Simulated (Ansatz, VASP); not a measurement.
LaS: VASP beside Ansatz

INCAR

```
PREC = Accurate
ENCUT = 520
EDIFF = 1E-6
ISMEAR = 1
SIGMA = 0.15
LREAL = False
LASPH = True
NELM = 80
ALGO = Normal
ISIF = 2
LWAVE = False
LCHARG = False
NBANDS = 16
```

File KPOINTS:

```
Automatic mesh
0
Gamma
  8 8 8
```

POSCAR

```
LaS
1.0
    0.0000000000      2.9844067312      2.9844067312
    2.9844067312      0.0000000000      2.9844067312
    2.9844067312      2.9844067312      0.0000000000
La S
1 1
Direct
    0.0000000000      0.0000000000      0.0000000000
    0.5000000000      0.5000000000      0.5000000000
```

Input for Ansatz:

```yaml
crystal:
  lattice:
    - [0.0, 2.9844067312298272, 2.9844067312298272]
    - [2.9844067312298272, 0.0, 2.9844067312298272]
    - [2.9844067312298272, 2.9844067312298272, 0.0]
  atoms:
    - { symbol: La, position: [0.0, 0.0, 0.0] }
    - { symbol: S, position: [0.5, 0.5, 0.5] }
basis:
  ecutwfc: 500.0
kpoints:
  mp_grid:
    grid: [8, 8, 8]
hamiltonian:
  xc: lda
scf:
  convergence:
    dr2_threshold: 1.0e-07
  occupations:
    method: cold
    width: 0.15
output:
  stress: true
```

Alike in both runs: task single point; functional LDA; k mesh 8 × 8 × 8; no spin polarisation.

|  | VASP | Ansatz |
| --- | --- | --- |
| version | VASP 6.6.1 | Ansatz 0.2.0 |
| potentials or method | VASP PAW LDA potentials, release 64 (La, S) | plane waves, PAW |
| plane-wave cutoff (eV) | 520 | 500 |
| occupations | methfessel-paxton of order 1, width 0.15 eV | cold, width 0.15 eV |
| valence electrons in the cell | 17 | 17 |

```csv
,VASP,Ansatz,Ansatz less VASP
pressure (GPa),-7.8,-7.7,+0.03
```

Ansatz warned: «stress_scf_threshold_loose».

The runs have no spin-orbit coupling, so splittings on La are missing.
